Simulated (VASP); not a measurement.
Write the native input for VASP 6.6.1 that does the following.

```
Task                   : relaxation of cell and atoms
Functional             : PBE
Potentials or basis    : VASP PAW PBE potentials, release 64 (Ta_pv, Se, F)
Cutoff                 : 600 eV
k mesh                 : 7 × 7 × 7
Occupations            : gaussian, width 0.05 eV
Spin                   : no spin polarisation
Further INCAR settings : ALGO = Fast; EDIFF = 1e-07; IBRION = 2; EDIFFG = -0.02; NSW = 60; ISIF = 3
```

The structure of TaSeF lies in POSCAR:

```
TaSeF
1.0
    3.6698000000      0.0000000000      0.0000000000
    0.0000000000      3.6698000000      0.0000000000
    0.0000000000      0.0000000000      4.1453100000
Ta Se F
1 1 1
Direct
    0.0000000000      0.0000000000      0.5000000000
    0.5000000000      0.5000000000      0.5000000000
    0.0000000000      0.0000000000      0.0000000000
```

The cell was built by a generator and needn't be a form met in nature.

The input as run:

INCAR

```
PREC = Accurate
ENCUT = 600
EDIFF = 1E-7
ISMEAR = 0
SIGMA = 0.05
LREAL = False
LASPH = True
NELM = 80
ALGO = Fast
ISIF = 3
LWAVE = False
LCHARG = False
GGA = PE
IBRION = 2
NSW = 60
EDIFFG = -0.02
```

KPOINTS

```
regular mesh
0
Gamma
  7 7 7
```

Potentials or basis: VASP PAW PBE potentials, release 64 (Ta_pv, Se, F).

Run with:

```console
$ cat potpaw_PBE.64/Ta_pv/POTCAR potpaw_PBE.64/Se/POTCAR potpaw_PBE.64/F/POTCAR > POTCAR
$ mpirun -np 1 vasp_std > vasp.out
```

It gave:

```yaml
Relaxed_volume: 18.61 Å³/atom
Relaxed_cell: a = 3.667 Å, b = 3.667 Å, c = 4.152 Å, α = 90.00°, β = 90.00°, γ = 90.00°
Space_group_after_relaxing_to_0.05_Å: P4/mmm (No. 123)
Energy_gained_by_relaxing: 0.1 meV/atom
Ionic_steps: 3
Pressure_after_relaxing: 0.0 GPa
Band_gap_on_the_k_mesh: none (metal or under the smearing width)
```

Wall time 91 s on 1 thread of Intel(R) Xeon(R) Platinum 8488C (Sapphire Rapids) (shared host), peak memory 0.22 GiB.
